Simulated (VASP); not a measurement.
Here is a VASP 6.6.1 calculation.

File INCAR:

```
ALGO     = Fast           # electronic algorithm
EDIFF    = 1E-4           # SCF threshold, eV
EDIFFG   = -0.08          # ionic threshold
ENCUT    = 520            # plane-wave cutoff, eV
GGA      = PE             # functional
IBRION   = 2              # ionic algorithm
ISIF     = 3              # what is computed and relaxed
ISMEAR   = 0              # smearing method
LASPH    = True           # aspherical terms in the spheres
LCHARG   = False          # write CHGCAR
LREAL    = False          # projectors in reciprocal space
LWAVE    = False          # write WAVECAR
NELM     = 60             # most SCF steps
NSW      = 24             # ionic steps
PREC     = Normal         # precision mode
SIGMA    = 0.15           # smearing width, eV
```

The input KPOINTS:

```
k-points
0
Gamma
  3 3 4
```

Contents of POSCAR:

```
ZnCd2SeS2
1.0
    3.2861235500     -5.5480412800      0.0000000000
    3.2861235500      5.5480412800      0.0000000000
    0.0000000000      0.0000000000      3.5131585600
Zn Cd Se S
1 2 1 2
Direct
    0.0000000000      0.0000000000      0.0000000000
    0.6717090000      0.3282910000      0.0000000000
    0.3282910000      0.6717090000      0.0000000000
    0.5000000000      0.5000000000      0.5000000000
    0.5000000000      0.0000000000      0.5000000000
    0.0000000000      0.5000000000      0.5000000000
```

Potentials or basis: VASP PAW PBE potentials, release 64 (Zn, Cd, Se, S).

Command:

```sh
$ cat potpaw_PBE.64/Zn/POTCAR potpaw_PBE.64/Cd/POTCAR potpaw_PBE.64/Se/POTCAR potpaw_PBE.64/S/POTCAR > POTCAR
$ mpirun -np 1 vasp_std > vasp.out
```

Problem. What does it give for the space group after relaxing (to 0.05 Å)?

Solution. Cmmm (No. 65).

Problem. What does it give for the band gap on the k mesh?

Solution. None (metal or under the smearing width).

Problem. Estimate the relaxed cell.

Solution. a = 6.354 Å, b = 6.354 Å, c = 3.768 Å, α = 90.00°, β = 90.00°, γ = 106.57°.

Final structure:
```
Zn Cd Se S
1.0
     3.79905   -5.09368    0.00000
     3.79905    5.09368    0.00000
     0.00000    0.00000    3.76764
Zn Cd Se S
1 2 1 2
Direct
  0.00000 0.00000 0.00000
  0.72054 0.27946 0.00000
  0.27946 0.72054 0.00000
  0.50000 0.50000 0.50000
  0.50000 0.00000 0.50000
  0.00000 0.50000 0.50000
```

Caveat: the k mesh is coarse (spacing up to 0.45 Å⁻¹), so the values aren't converged.
